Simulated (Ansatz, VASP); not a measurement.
# CSO in two plane-wave programs

Aim: how closely do two programs agree when they are given the same cell, functional and k mesh? The cell is taken from a series of runs on this material, whose earlier steps may have relaxed, scaled, displaced or heated it; both programs get it as it stands.

Main program and level: Ansatz 0.2.0; plane waves, with VASP 6.6.1 beside it; PBEsol.

## Step 1: Starting point

The structure is monoclinic, space group Cm (No. 8). Conventional cell: a = 5.481 Å, b = 6.556 Å, c = 4.209 Å, α = 90.00°, β = 105.00°, γ = 90.00°. C has 1 O at 1.17 Å and 1 S at 1.56 Å nearest. Nearest to S lie 1 C at 1.56 Å. Nearest to O lie 1 C at 1.17 Å. Farther neighbours and most contacts between anions are not listed.

## Step 2: Ansatz: zone-centre phonons, PBEsol

Ansatz runs on its PAW soft_1 files.

Second derivatives magnify differences that forces hide, and they need a tight electronic threshold.

Contents of input.yaml:

```yaml
crystal:
  lattice:
    - [2.7403321545, -3.2782401587, -0.0359321691]
    - [2.7403321545, 3.2782401587, -0.0359321691]
    - [-1.0358260523, 0.0, 4.0800466303]
  atoms:
    - { symbol: C, position: [0.5806909415, 0.5806909415, 0.2497854954] }
    - { symbol: S, position: [0.3194175825, 0.3194175825, 0.9892737687] }
    - { symbol: O, position: [0.7757024761, 0.7757024761, 0.4442197357] }
kpoints:
  mp_grid: { grid: [6, 6, 6] }
hamiltonian:
  xc: pbesol
  pseudopotentials: { kind: paw, azcp: { folder: soft_1 }, xc_functional: pbe }
scf:
  occupations: { method: fixed }
output:
  eigenvalues: true
phonons:
  method: dfpt
  qmesh: [2, 2, 2]
  temperatures: { t_max: 1000, t_step: 50 }
  qpath:
    path:
      - [[0.0, 0.0, 0.0], [-0.5, 0.5, 0.0], [-0.5, 0.5, 0.5], [0.0, 0.0, 0.5], [0.0, 0.0, 0.0]]
      - [[-0.5, 0.0, 0.5], [0.0, 0.0, 0.0], [-0.5, 0.0, 0.0]]
    npoints: 10
```

Started as:

```console
$ ansatz run input.yaml --threads 4 --pin off --max-ram 10240MiB --backend cpu --events-out ev --progress --plain --runs-dir out
```

Numbers of over 12 decimals in the logs are rounded to 6 here.

Log:

```text
Warning: phonons: the dynamical matrix that this run interpolates holds no multipole term above the dipole-dipole one, and a site of this crystal is no centre of inversion, so its interpolated transverse optical and acoustic branches and sound speeds can stay off near Gamma, and the density of states and the thermodynamics with them. What a run solves at a wave vector of phonons.qpoints, Gamma apart, where the deck admits one, is free of this, and under fd what a larger phonons.supercell samples
Engine: ansatz 0.2.0, aarch64-unknown-linux-gnu
Pseudopotentials: kind: paw
Pseudopotential: C, paw, valence charge 4, recommended cutoff 420 eV (normal), soft_1/C.paw.azcp
Pseudopotential: S, paw, valence charge 6, recommended cutoff 420 eV (normal), soft_1/S.paw.azcp
Pseudopotential: O, paw, valence charge 6, recommended cutoff 420 eV (normal), soft_1/O.paw.azcp
Functional definition: PBEsol
  exchange = pbesol_x
  correlation = pbesol_c
Crystal: 3 atoms, lattice volume = 73.062 Å³
Basis set: ecut = 420 eV, 1407 PW (Γ), exchange–correlation on 60×60×60 points (8 copies of the dense FFT grid, shifted against one another)
Bands: 12, of which v1, the nominal top of the filled ones, is band 8 counted from 1 (7 counted from 0)
Symmetry: 2 space group operations
k-points: 68 of 216 (time reversal used)
Non-local potential: C, projectors of the file, l = 0: 2, l = 1: 2, l = 2: 1
Non-local potential: S, projectors of the file, l = 0: 2, l = 1: 2, l = 2: 1
Non-local potential: O, projectors of the file, l = 0: 2, l = 1: 2, l = 2: 1
PAW form: soft (Blöchl's): semilocal exchange-correlation on the pseudo side does not see the compensation charge
PAW frozen core: C, regenerated for the run's functional, and the local potential with it (the file was generated under x = pbe(κ = 0.804, μ = 0.219515), c = pbe(β = 0.066725))
PAW frozen core: S, regenerated for the run's functional, and the local potential with it (the file was generated under x = pbe(κ = 0.804, μ = 0.219515), c = pbe(β = 0.066725))
PAW frozen core: O, regenerated for the run's functional, and the local potential with it (the file was generated under x = pbe(κ = 0.804, μ = 0.219515), c = pbe(β = 0.066725))
PAW one-centre angular grid: C, 110 points (default); XC on 64 Gauss nodes
PAW one-centre angular grid: S, 110 points (default); XC on 64 Gauss nodes
PAW one-centre angular grid: O, 110 points (default); XC on 64 Gauss nodes
Initial density: superposition of atomic densities (chi_scale 0.1, normalization cell, long waves kept (reshape's long-wave potential 0.09 eV rms))
Initial wavefunctions: pseudopotential atomic-orbital guess
Functional: x = pbesol(κ = 0.804, μ = 0.123457), c = pbesol(β = 0.046)
SCF iter   1: F=—  HF=-1692.053577 eV  |F-HF|=—  |Δ(HF+E_count)|=         —  Δρ=5.85e-2  dr2=2.41e0  ethr=3.10e-3  ⟨swp⟩=5.0  Hψ=4971  notcnv=0  defer=122
preconditioner: auto → none  [insulator: Δε(μ)=5.190 eV  Ē_g=11.615 eV  n_scr=12 (ndim 8)  ℏωp=16.3 eV  f_vac=0.083  ε∞_Penn≈3.0]
SCF iter   2: F=—  HF=-1691.478535 eV  |F-HF|=—  |Δ(HF+E_count)|=   5.75e-1  Δρ=3.79e-2  dr2=8.84e-1  ethr=3.10e-3  ⟨swp⟩=3.0  Hψ=2275  notcnv=0  defer=136
SCF iter   3: F=—  HF=-1691.353756 eV  |F-HF|=—  |Δ(HF+E_count)|=   1.25e-1  Δρ=2.34e-2  dr2=2.93e-1  ethr=3.10e-3  ⟨swp⟩=2.7  Hψ=2102  notcnv=0  defer=136
SCF iter   4: F=—  HF=-1691.304836 eV  |F-HF|=—  |Δ(HF+E_count)|=   4.89e-2  Δρ=8.86e-3  dr2=3.51e-2  ethr=1.83e-3  ⟨swp⟩=2.0  Hψ=1224  notcnv=0  defer=125
SCF iter   5: F=—  HF=-1691.300335 eV  |F-HF|=—  |Δ(HF+E_count)|=   4.50e-3  Δρ=3.30e-3  dr2=7.67e-3  ethr=2.20e-4  ⟨swp⟩=3.0  Hψ=1496  notcnv=0  defer=136
SCF iter   6: F=—  HF=-1691.299083 eV  |F-HF|=—  |Δ(HF+E_count)|=   1.25e-3  Δρ=6.64e-4  dr2=2.24e-4  ethr=4.80e-5  ⟨swp⟩=2.1  Hψ=967  notcnv=0  defer=136
SCF iter   7: F=—  HF=-1691.299110 eV  |F-HF|=—  |Δ(HF+E_count)|=   2.71e-5  Δρ=1.46e-4  dr2=8.67e-6  ethr=1.40e-6  ⟨swp⟩=2.7  Hψ=1423  notcnv=0  defer=136
SCF iter   8: F=—  HF=-1691.299111 eV  |F-HF|=—  |Δ(HF+E_count)|=   7.76e-7  Δρ=2.12e-5  dr2=3.80e-7  ethr=5.42e-8  ⟨swp⟩=2.1  Hψ=1333  notcnv=0  defer=3
SCF iter   9: F=—  HF=-1691.299111 eV  |F-HF|=—  |Δ(HF+E_count)|=   2.52e-7  Δρ=5.49e-6  dr2=1.82e-8  ethr=2.38e-9  ⟨swp⟩=2.0  Hψ=1287  notcnv=0
SCF iter  10: F=—  HF=-1691.299111 eV  |F-HF|=—  |Δ(HF+E_count)|=   1.42e-9  Δρ=1.63e-6  dr2=2.05e-9  ethr=1.14e-10  ⟨swp⟩=2.6  Hψ=1377  notcnv=0
SCF iter  11: F=—  HF=-1691.299111 eV  |F-HF|=—  |Δ(HF+E_count)|=  1.33e-10  Δρ=2.55e-7  dr2=4.52e-11  ethr=1.28e-11  ⟨swp⟩=2.1  Hψ=1365  notcnv=0
SCF iter  12: F=-1691.299111 eV  HF=-1691.299111 eV  |F-HF|=2.27e-12  |Δ(HF+E_count)|=  3.64e-12  Δρ=7.05e-8  dr2=3.12e-12  ethr=1.00e-12  ⟨swp⟩=9.8  Hψ=6039  notcnv=0
SCF 1 converged in 12 iterations: F = -1691.299111 eV  dr2 = 3.12e-12
[...]
SCF iter   8: F=—  HF=-1691.299111 eV  |F-HF|=—  |Δ(HF+E_count)|=  2.11e-10  Δρ=4.89e-7  dr2=1.80e-10  ethr=4.61e-12  ⟨swp⟩=2.0  Hψ=1819  notcnv=0  defer=212
SCF iter   9: F=—  HF=-1691.299111 eV  |F-HF|=—  |Δ(HF+E_count)|=  3.23e-11  Δρ=3.70e-7  dr2=1.02e-10  ethr=1.00e-12  ⟨swp⟩=6.9  Hψ=6345  notcnv=0
SCF iter  10: F=-1691.299111 eV  HF=-1691.299111 eV  |F-HF|=2.27e-13  |Δ(HF+E_count)|=  3.73e-11  Δρ=1.28e-8  dr2=1.02e-13  ethr=1.00e-12  ⟨swp⟩=3.0  Hψ=2946  notcnv=0
[...]
Internal energy: -1691.299111 eV  (E = F + TS)
E sigma→0 (E₀):  -1691.299111 eV
Fermi energy:    -1.495561 eV
--- Per-component energies (eV) ---
  E_band       = -133.323390
  E_kinetic    = 354.332015
  E_local      = -1018.687017  (includes V_loc(G=0)·N_el)
  E_nonlocal   = 112.942611
  E_hartree    = 351.614514
  E_xc         = -200.400334
  E_vxc        = -224.099636  (∫ρ·V_xc dr)
  E_paw        = -845.493547  (= ΣΔE_a)
  E_vpaw       = -61.041136  (= ΣTr[D̂ρ^β])
  E_aug_tail   = 0.000782  (compensation charges beyond the density's cutoff)
  E_ewald      = -445.726473
  E_core_change = 0.118338  (= ΣΔE_core)
  E_smearing   = -0.000000  (= −TS)
  E_closure    = 0.000000  (closes the sum)
  Σ components = -1691.299111   (vs F -1691.299111, Δ=0.00e0)
--- Band table (eV; the first three rows and the last of 68) ---
  k-point 0: bands = [... 4 lower, -5.7578, -5.5394, -1.6511, -1.6318, 3.3979, 3.4072, 4.0959, 7.0536]
  k-point 1: bands = [... 4 lower, -5.7723, -5.6380, -1.7342, -1.6152, 3.4367, 3.5174, 4.5876, 7.0315]
  k-point 2: bands = [... 4 lower, -5.7875, -5.7779, -1.9212, -1.5421, 3.5143, 3.8452, 5.6522, 7.0022]
  k-point 67: bands = [... 4 lower, -6.1074, -6.0621, -2.0648, -2.0402, 4.2119, 4.2272, 6.0259, 8.0331]
--- Phonons (Γ-DFPT): 9 representative perturbations + reference (Σ response iterations 27) ---
  ASR residual: 5.813e-5 → 0.000e0 eV/Å²; symmetrization residual: 2.431e-6 eV/Å²
  ASR residual per site (eV/Å²): 4.56e-5 1.17e-5 5.81e-5
  Γ frequencies (cm⁻¹): 0.00 0.00 0.00 63.52 64.85 504.45 505.23 873.49 2031.07
  Unit cell's response to a homogeneous field, on a k mesh of 6×6×6: 3 representative field directions (Σ response iterations 25)
  ε∞ (high-frequency dielectric tensor):
        2.475160    -0.000000     0.490634
       -0.000000     1.925994    -0.000000
        0.490634    -0.000000     2.380156
  ε⁰ (static dielectric tensor): not given — the deck does not say what the cell's rigid motions are, and on a molecule in a box or a wire the rigid rotations would enter the sum over the modes at Γ. For a crystal or a slab, whose only rigid motions are the translations, set phonons.rigid_motions: translations.
  Born effective charges Z* (e; rows j = field, columns β = displacement):
    site 0:
         1.88244   -0.00000    1.57934
        -0.00000    0.12767   -0.00000
         1.58090   -0.00000    1.55637
    site 1:
        -0.52002    0.00000   -0.51495
         0.00000    0.04819    0.00000
        -0.51223    0.00000   -0.41688
    site 2:
        -1.36242    0.00000   -1.06439
         0.00000   -0.17586    0.00000
        -1.06868    0.00000   -1.13949
  Z* charge neutrality: 5.912e-5 e pre-enforcement
  k-mesh period / interband length: 25.3 Å / 1.08 Å = 23.41 at k = (0.0000, 0.0000, 0.0000), direct gap 5.030 eV — 14 or more, which is no proof of convergence
  optical modes at Γ without the LO–TO term, one row a degenerate level:
      ω (cm⁻¹)  modes    IR ((D/Å)²/amu)
         63.52      1             0.0225
         64.85      1             0.0229
        504.45      1             0.0578
        505.23      1             0.0551
        873.49      1             0.1216
       2031.07      1            29.3776
  optical modes at Γ + LO–TO along q̂ = [1.0000, 0.0000, 0.0000]:
      ω (cm⁻¹)  modes    IR ((D/Å)²/amu)
         63.52      1             0.0225
         65.78      1             0.0228
        504.71      1             0.0582
        505.23      1             0.0551
        873.92      1             0.1089
       2077.56      1            29.3900
  optical modes at Γ + LO–TO along q̂ = [0.0000, 1.0000, 0.0000]:
      ω (cm⁻¹)  modes    IR ((D/Å)²/amu)
[...]
873.49      1             0.1216
       2031.07      1            29.3776
  optical modes at Γ + LO–TO along q̂ = [0.0000, 0.0000, 1.0000]:
      ω (cm⁻¹)  modes    IR ((D/Å)²/amu)
         63.52      1             0.0225
         65.93      1             0.0229
        504.86      1             0.0578
        505.23      1             0.0551
        873.85      1             0.1107
       2070.51      1            29.3885
--- Phonons (arbitrary-q DFPT): 6 irreducible q on the 2×2×2 mesh ---
  q = [0.0000, 0.0000, 0.0000] (star 1, of the zone-centre solve; hermiticity 6.52e-8, symmetrization 5.26e-16): -0.00 -0.00 0.00 63.52 64.85 504.45 505.23 873.49 2031.07
  q = [0.0000, 0.0000, -0.5000] (star 1, 9 solved perturbations on 68 of 216 k-point pairs; hermiticity 4.93e-8, symmetrization 3.81e-14): 25.11 34.93 38.97 53.26 57.89 501.83 506.99 873.40 2066.32
  q = [0.0000, -0.5000, 0.0000] (star 2, 9 solved perturbations on 112 of 216 k-point pairs; hermiticity 6.04e-8, symmetrization 4.91e-14): 25.62 34.57 36.09 52.50 58.99 501.33 507.04 873.48 2068.12
  q = [0.0000, -0.5000, -0.5000] (star 2, 9 solved perturbations on 112 of 216 k-point pairs; hermiticity 5.65e-8, symmetrization 1.83e-14): 18.19 32.82 33.47 46.03 58.21 500.30 504.62 875.11 2056.11
  q = [-0.5000, -0.5000, 0.0000] (star 1, 9 solved perturbations on 68 of 216 k-point pairs; hermiticity 4.92e-8, symmetrization 3.46e-15): 15.91 31.58 31.66 43.89 59.79 500.50 504.01 875.18 2056.64
  q = [-0.5000, -0.5000, -0.5000] (star 1, 9 solved perturbations on 68 of 216 k-point pairs; hermiticity 5.82e-8, symmetrization 3.94e-15): 23.85 24.95 39.70 42.89 59.04 504.94 505.14 873.12 2046.66
  sum rule: each row above includes the acoustic sum rule's correction from the zone centre's row sums; it moved no ω² by more than (1.12 cm⁻¹)²
  mesh force constants: q→R imaginary residual 0.00e0; ASR residual 5.813e-5 → 0.000e0 eV/Å²; symmetrization residual 4.263e-14 eV/Å²
  interpolated dispersion: 63 rows × 9 modes
  density of states and harmonic sums: on the 16×16×16 q-mesh, interpolated from the force constants of a 2×2×2 supercell (with the dipole–dipole term)
  largest difference from the sums on the solved wave vectors: F 4.46e-2 eV, S 4.87e-5 and C_V 3.98e-6 eV/K
  zero-point energy: 0.255793 eV/cell   skipped modes (ω ≤ 0): 358, of them read as no rigid motion or as one in doubt: 355 (3.276e-1 modes/cell left out, lowest -18.31 cm⁻¹)   rigid motions above zero, counted: 188   left out of the sums: 3.65e-2 of the cell's modes: C_V's classical limit lies that fraction below 3 k_B per atom; for a crystal, a wire or a layer, F and S can be off by more, and a phonons.interpolated_qmesh denser along its periods is the remedy for the sampling
[key lines of the parts left out:]
SCF converged after 12 iterations
Free energy (F): -1691.299111 eV
```

(Part 1 of 3 ends here.)

[Lines on the potential files, build, host, timing and source positions are cut from VASP's logs without a mark.]

[Logs are printed without paths, hosts, clocks, repeated set-up lines and the standing remarks that a program may print on its own settings, such as how far it seeks lower states.]

[Hosts, paths, dates, database ids (printed as entryN), source tags and the programs' standing remarks are cut or masked in the printed files.]
